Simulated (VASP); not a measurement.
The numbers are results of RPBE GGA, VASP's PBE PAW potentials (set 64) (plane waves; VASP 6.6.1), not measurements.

VASP input:

**INCAR**
```
# general
SYSTEM  = PbF2
PREC    = Accurate
ENCUT   = 520
LREAL   = .FALSE.
LASPH   = .TRUE.

# electronic loop
EDIFF   = 1E-7
NELM    = 100
ALGO    = Normal
LMAXMIX = 4

# smearing
ISMEAR  = -5

# functional
GGA     = RP

# ions
ISIF    = 2

# output
LWAVE   = .FALSE.
LCHARG  = .TRUE.
LORBIT  = 11
NEDOS   = 601

# other
LEFG    = .TRUE.
```

File POSCAR:
```
PbF2
1
   -0.0000000000     3.0457050694     3.0457050694
    3.0457050694    -0.0000000000     3.0457050694
    3.0457050694     3.0457050694     0.0000000000
Pb F
1 2
Direct
  0.0000000000   0.0000000000   1.0000000000
  0.2500000000   0.2500000000   0.2500000000
  0.7500000000   0.7500000000   0.7500000000
```

File KPOINTS:
```
Automatic mesh
0
Gamma
7 7 7
0 0 0
```

POTCAR, in this order: Pb_d F (PBE.64 set). Program: vasp_std.

Problem. What will the output report for the number of irreducible k-points (NKPTS), largest plane-wave count, number of space-group operations, FFT grid (NGX, NGY, NGZ)?

Solution. 
* **number of irreducible k-points (NKPTS)**: 20
* **largest plane-wave count**: 1536
* **number of space-group operations**: 48
* **FFT grid (NGX, NGY, NGZ)**: 32 × 32 × 32

The compound is PbF2 in the fluorite structure, the β form. It was relaxed first, which changed the volume by +8 %.
